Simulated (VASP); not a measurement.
Given:

```
CELL_PARAMETERS angstrom
      0.00000     2.99776     2.99776
      2.99776     0.00000     2.99776
      2.99776     2.99776     0.00000
ATOMIC_POSITIONS crystal
  Cd 0.00000 0.00000 0.00000
  S  0.25000 0.25000 0.25000
```

These are PBE0 hybrid, VASP's PBE PAW potentials (set 64) (plane waves; VASP) values and carry that method's errors. Run with 520 eV cut-off, 6×6×6 Γ-centred mesh, Gaussian smearing of 0.050 eV, potentials Cd S.

### Question
Give the stress tensor in GPa (positive for a compressed cell).

### Answer

```
-2.87   0.00   0.00
 0.00  -2.87   0.00
 0.00   0.00  -2.87
```
The pressure is its mean diagonal, -2.87 GPa.

The compound is CdS in the zinc blende structure, a metastable form; wurtzite is the usual one. This cell is one point of a volume scan, at 1.03 of the reference volume. The cell's shape comes from a PBE relaxation.
